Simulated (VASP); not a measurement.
ZnS: band structure with PBE

**Measured values to compare with.**

“Electronic, vibrational, and thermodynamic properties of ZnS (zincblende and rocksalt structure)”, 2009, arxiv:0911.5022 quotes, for a bulk crystal of ZnS at 19 K: band gap 3.85 eV (direct).

ZnS:

```xyz
2
Lattice="0.0000 2.7236 2.7236 2.7236 0.0000 2.7236 2.7236 2.7236 0.0000" Properties=species:S:1:pos:R:3 pbc="T T T"
Zn    1.3618    1.3618    1.3618
S     0.0000    0.0000    0.0000
```

```json
{
 "Program": "VASP 6.6.1",
 "Task": "band structure",
 "Functional": "PBE",
 "Potentials or basis": "VASP PAW PBE potentials, release 64 (Zn_GW, S_GW)",
 "Cutoff": "420 eV",
 "k mesh": "10 × 10 × 10",
 "Occupations": "gaussian, width 0.02 eV",
 "Spin": "no spin polarisation",
 "Further INCAR settings": "ALGO = Normal; EDIFF = 1e-07"
}
```

```yaml
Pressure: -0.4 GPa
Band_gap_on_the_k_mesh: 2.01 eV, direct
Band_gap_along_the_path: 2.01 eV, direct
```

Levels at the corners of the path, in eV from the valence-band top:
```
point  band 5  band 6  band 7  band 8  band 9  band 10  band 11  band 12  band 13
    Γ   -5.77   -5.77    0.00    0.00    0.00     2.01     6.39     6.39     6.39
    X   -5.70   -5.56   -4.46   -2.13   -2.13     3.46     4.07    10.79    11.77
    X   -5.70   -5.56   -4.46   -2.13   -2.13     3.46     4.07    10.79    11.77
    W   -5.80   -5.39   -4.47   -2.63   -2.62     5.70     5.92     7.80     8.21
    W   -5.80   -5.39   -4.47   -2.63   -2.62     5.70     5.92     7.80     8.21
    K   -5.74   -5.44   -4.50   -3.00   -1.73     4.15     5.90     9.29     9.67
    K   -5.74   -5.44   -4.50   -3.00   -1.73     4.15     5.90     9.29     9.67
    Γ   -5.77   -5.77    0.00    0.00    0.00     2.01     6.39     6.39     6.39
    Γ   -5.77   -5.77    0.00    0.00    0.00     2.01     6.39     6.39     6.39
    L   -5.74   -5.58   -5.13   -0.83   -0.83     3.26     6.91     6.91     8.77
    L   -5.74   -5.58   -5.13   -0.83   -0.83     3.26     6.91     6.91     8.77
    U   -5.74   -5.44   -4.50   -3.00   -1.73     4.15     5.90     9.29     9.67
    U   -5.74   -5.44   -4.50   -3.00   -1.73     4.15     5.90     9.29     9.67
    W   -5.80   -5.39   -4.47   -2.63   -2.62     5.70     5.92     7.80     8.21
    W   -5.80   -5.39   -4.47   -2.63   -2.62     5.70     5.92     7.80     8.21
    L   -5.74   -5.58   -5.13   -0.83   -0.83     3.26     6.91     6.91     8.77
    L   -5.74   -5.58   -5.13   -0.83   -0.83     3.26     6.91     6.91     8.77
    K   -5.74   -5.44   -4.50   -3.00   -1.73     4.15     5.90     9.29     9.67
    U   -5.74   -5.44   -4.50   -3.00   -1.73     4.15     5.90     9.29     9.67
    X   -5.70   -5.56   -4.46   -2.13   -2.13     3.46     4.07    10.79    11.77
```

Run time: 15 s on 4 MPI ranks on Intel(R) Xeon(R) Platinum 8488C (Sapphire Rapids), with other jobs on the host, peak memory 0.16 GiB a rank.

Measured gap of ZnS: 3.85 eV (direct; 19 K; quoted in “Electronic, vibrational, and thermodynamic properties of ZnS (zincblende and rocksalt structure)”, 2009, arxiv:0911.5022). This calculation gives 2.01 eV (-1.84 eV). The value is that of PBE, without temperature or zero-point motion. Semilocal functionals fall short of measured gaps as a rule.
